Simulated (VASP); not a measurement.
Write the native input for VASP 6.6.1 that does the following.

- Task: density of states
- Functional: PBE
- Potentials or basis: VASP PAW PBE potentials, release 64 (Al, B, P)
- Cutoff: 520 eV
- k mesh: 8 × 8 × 8
- Occupations: gaussian, width 0.03 eV
- Spin: no spin polarisation
- k mesh for the DOS: 12 × 12 × 12
- Occupations for the DOS: tetrahedron
- Further INCAR settings: ALGO = Normal; EDIFF = 1e-06; NBANDS = 26

The system is AlB3P4.

```xyz
8
Lattice="-2.4036 2.4036 4.7781 2.4036 -2.4036 4.7781 2.4036 2.4036 -4.7781" Properties=species:S:1:pos:R:3 pbc="T T T"
Al    0.0000    0.0000    0.0000
B     0.0000    0.0000    4.7781
B     0.0000    2.4036    2.3890
B     2.4036    0.0000    2.3890
P     1.0709   -1.0709    3.4921
P    -1.0709    1.0709    3.4921
P     1.0709    1.0709    6.0640
P     1.3327    1.3327    1.2860
```

The cell was built by a generator and needn't be a form met in nature.

The input as run:

POSCAR

```
AlB3P4                                  
1.0
   -2.4036437864      2.4036437864      4.7780564358
    2.4036437864     -2.4036437864      4.7780564358
    2.4036437864      2.4036437864     -4.7780564358
  Al              B               P             
     1     3     4
Direct
     0.0000000000000000    0.0000000000000000    0.0000000000000000
     0.5000000000000000    0.5000000000000000    0.0000000000000000
     0.7500000000000000    0.2500000000000000    0.5000000000000000
     0.2500000000000000    0.7500000000000000    0.5000000000000000
     0.1426523062750036    0.5882021799348180    0.0000000000000000
     0.5882021799348180    0.1426523062750036    0.0000000000000000
     0.8573476937249964    0.8573476937249964    0.4455498836598082
     0.4117978200651820    0.4117978200651820    0.5544501163401918
```

INCAR.step1

```
SYSTEM = AlB3P4
ALGO     = Normal         ! electronic algorithm
EDIFF    = 1E-6           ! SCF threshold, eV
ENCUT    = 520            ! plane-wave cutoff, eV
GGA      = PE             ! functional
ISIF     = 2              ! what is computed and relaxed
ISMEAR   = 0              ! smearing method
KPAR     = 4            
LASPH    = .True.         ! aspherical terms in the spheres
LCHARG   = .True.         ! write CHGCAR
LREAL    = .False.        ! projectors in reciprocal space
LWAVE    = .False.        ! write WAVECAR
NBANDS   = 26             ! bands
NELM     = 100            ! most SCF steps
PREC     = Accurate       ! precision mode
SIGMA    = 0.03           ! smearing width, eV
```

KPOINTS.step1

```
k-points
0
Gamma
  8 8 8
  0 0 0
```

INCAR.step2

```
SYSTEM = AlB3P4
ALGO     = Normal         ! electronic algorithm
EDIFF    = 1E-6           ! SCF threshold, eV
ENCUT    = 520            ! plane-wave cutoff, eV
GGA      = PE             ! functional
ICHARG   = 11             ! starting density
ISIF     = 2              ! what is computed and relaxed
ISMEAR   = -5             ! smearing method
KPAR     = 4            
LASPH    = .True.         ! aspherical terms in the spheres
LCHARG   = .False.        ! write CHGCAR
LORBIT   = 11             ! projections on sites
LREAL    = .False.        ! projectors in reciprocal space
LWAVE    = .False.        ! write WAVECAR
NBANDS   = 26             ! bands
NEDOS    = 1001           ! points of the DOS
NELM     = 100            ! most SCF steps
PREC     = Accurate       ! precision mode
SIGMA    = 0.03           ! smearing width, eV
```

KPOINTS.step2

```
k-points
0
Gamma
  12 12 12
  0 0 0
```

Potentials or basis: VASP PAW PBE potentials, release 64 (Al, B, P).

Launch:

```bash
$ cat potpaw_PBE.64/Al/POTCAR potpaw_PBE.64/B/POTCAR potpaw_PBE.64/P/POTCAR > POTCAR
$ cp INCAR.step1 INCAR
$ cp KPOINTS.step1 KPOINTS
$ mpirun -np 4 vasp_std > vasp.out
$ cp INCAR.step2 INCAR
$ cp KPOINTS.step2 KPOINTS
$ mpirun -np 4 vasp_std > vasp.out
```

Results of the run:

* Valence electrons inside the program's atomic spheres: Al 0.89; B 1.87, 1.77; P 2.56

It took 120 s on 4 MPI ranks on Intel(R) Xeon(R) Platinum 8488C (Sapphire Rapids) (shared host), peak memory 0.56 GiB a rank.
